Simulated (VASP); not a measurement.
OSZICAR of a VASP run on MoS₂ (2H layered):

### OSZICAR
```
       N       E                     dE             d eps       ncg     rms          rms(c)
DAV:   1     0.388977270050E+03    0.38898E+03   -0.26298E+04  2248   0.131E+03
DAV:   2    -0.251272970021E+02   -0.41410E+03   -0.40435E+03  2531   0.366E+02
DAV:   3    -0.459186280649E+02   -0.20791E+02   -0.20651E+02  2527   0.721E+01
DAV:   4    -0.463848027940E+02   -0.46617E+00   -0.46504E+00  2472   0.108E+01
DAV:   5    -0.463981954329E+02   -0.13393E-01   -0.13387E-01  2533   0.164E+00    0.356E+01
RMM:   6    -0.439763965400E+02    0.24218E+01   -0.19018E+01  2114   0.196E+01    0.119E+01
RMM:   7    -0.435209662457E+02    0.45543E+00   -0.24710E+00  1989   0.765E+00    0.763E+00
RMM:   8    -0.435394267190E+02   -0.18460E-01   -0.10892E+00  2059   0.452E+00    0.118E+00
RMM:   9    -0.435352256121E+02    0.42011E-02   -0.23744E-01  2140   0.200E+00    0.918E-01
RMM:  10    -0.435315078580E+02    0.37178E-02   -0.56586E-02  2102   0.109E+00    0.212E-01
RMM:  11    -0.435322711474E+02   -0.76329E-03   -0.14365E-02  2293   0.462E-01    0.931E-02
RMM:  12    -0.435323576087E+02   -0.86461E-04   -0.24139E-03  2274   0.183E-01    0.294E-02
RMM:  13    -0.435324144652E+02   -0.56857E-04   -0.68115E-04  2091   0.819E-02    0.159E-02
RMM:  14    -0.435324248931E+02   -0.10428E-04   -0.15913E-04  1826   0.418E-02    0.124E-02
RMM:  15    -0.435324278092E+02   -0.29161E-05   -0.49887E-05  1316   0.198E-02
   1 F= -.46161648E+02 E0= -.46161648E+02  d E =-.461616E+02
       N       E                     dE             d eps       ncg     rms          rms(c)
DAV:   1    -0.435336270245E+02   -0.12021E-02   -0.23720E-01  2425   0.187E+00    0.486E-01
RMM:   2    -0.435342884807E+02   -0.66146E-03   -0.85746E-03  1982   0.435E-01    0.207E-01
RMM:   3    -0.435344308105E+02   -0.14233E-03   -0.15433E-03  1819   0.188E-01    0.105E-01
RMM:   4    -0.435344365415E+02   -0.57310E-05   -0.21399E-04  1787   0.760E-02    0.125E-02
RMM:   5    -0.435344398681E+02   -0.33266E-05   -0.73932E-05  1668   0.407E-02
   2 F= -.46163824E+02 E0= -.46163824E+02  d E =-.217598E-02
```

Problem. Which electronic solver shows in the log?

Solution. It is blocked Davidson (ALGO = Normal, or the opening steps of other solvers) and then RMM-DIIS (ALGO = Fast or VeryFast). The INCAR had ALGO = Fast.

Problem. Can the final energy be trusted as converged?

Solution. The calculation finished and met its thresholds. It stopped with EDIFF = 1E-5, NELM = 100, NSW = 20 and EDIFFG = -0.03 after 2 ionic steps (PBE GGA with D3 dispersion (Becke-Johnson damping), plane waves, VASP's PBE PAW potentials (set 64)).

The compound is MoS2 in the 2H layered structure. This run relaxes the ions in a fixed cell. Symmetry was kept, so distortions that lower it aren't found.
